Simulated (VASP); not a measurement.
Data:

```
CELL_PARAMETERS angstrom
      4.52940     0.00000     0.00000
      0.00000     4.52940     0.00000
      0.00000     0.00000     6.31367
ATOMIC_POSITIONS crystal
  Tl 0.00000 0.00000 0.00000
  Bi 0.50000 0.50000 0.50000
  Te 0.00000 0.00000 0.50000
  Te 0.50000 0.50000 0.00000
```

These are PBEsol GGA, VASP's PBE PAW potentials (set 64) (plane waves; VASP 6.6.1) values and carry that method's errors. Settings: 400 eV cut-off, 6×6×4 Γ-centred mesh, tetrahedra with Blöchl corrections, potentials Tl_d Bi_d Te.

Unless said otherwise, spin-orbit coupling is left out, though it shifts the bands of the heavy elements here.

Question: Tabulate the total density of states (states/eV per cell) against energy (eV; zero at the valence-band maximum or, without a gap, the Fermi level).

Answer: 
```
E (eV) | DOS (states/eV)
    -9.90 | ################ 1.92
    -9.38 | ############# 1.59
    -8.76 |  0.00
    -8.24 |  0.00
    -7.62 |  0.00
    -7.10 |  0.00
    -6.58 | ### 0.30
    -5.96 | ################ 1.89
    -5.44 | ########## 1.23
    -4.92 | ##### 0.57
    -4.30 | ############ 1.49
    -3.78 | ################### 2.31
    -3.27 | ###################### 2.59
    -2.64 | ######################### 3.03
    -2.12 | ######################## 2.85
    -1.50 | ############################## 3.58
    -0.98 | ################## 2.19
    -0.47 | ###################### 2.64
     0.16 | ### 0.40
     0.68 | ############## 1.66
     1.30 | ############## 1.69
     1.82 | ############### 1.78
     2.33 | ################# 2.08
     2.96 | ###################### 2.68
     3.48 | ######################### 2.99
```
Within 2 eV below the Fermi level the largest weight inside VASP's projection spheres is Te p, then Bi p.

The structure comes from a computed database's TlBiTe2 entry (P4/mmm); how it stands against other phases isn't given here. It was relaxed first, which changed the volume by -5 %.
